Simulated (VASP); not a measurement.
Input:

ZnS has the cubic space group F-43m (No. 216), the zinc blende structure, Pearson symbol cF8. Cell: a = 5.441 Å, b = 5.441 Å, c = 5.441 Å, α = 90.00°, β = 90.00°, γ = 90.00°. Zn on 4a has 4 S at 2.356 Å (tetrahedral). S on 4d is coordinated by 4 Zn at 2.356 Å (tetrahedral). (Neighbours: up to the widest gap in distance over summed covalent radii, below 1.35, at either atom; cation-cation and far metal-metal contacts left out.)
(The calculation used a cell of 2 atoms; values per cell refer to that cell.)

The numbers are results of PBE GGA, VASP's PBE PAW potentials (set 64) (plane waves; VASP), not measurements. Run with 480 eV cut-off, 8×8×8 Γ-centred mesh, Gaussian smearing of 0.050 eV, potentials Zn S.

Each relaxation starts from this cell; other phases were not tried.

### Question
The cell is relaxed at 2 GPa. What happens?

### Answer
The volume per atom goes from 20.14 to 19.66 Å³ (-2.4 %), and the cell becomes a = b = c = 5.3977 Å, α = β = γ = 90.00°, space group F-43m. The gap on the mesh goes from 2.02 to 2.13 eV.

### Question
The cell is relaxed at 30 GPa. What happens?

### Answer
The volume per atom goes from 20.14 to 15.75 Å³ (-21.8 %), and the cell becomes a = b = c = 5.0131 Å, α = β = γ = 90.00°, space group F-43m. The gap on the mesh goes from 2.02 to 2.80 eV.

Failed runs are left out, and for metals the shear rows, which the mesh's noise covers.

The compound is ZnS in the zinc blende structure.
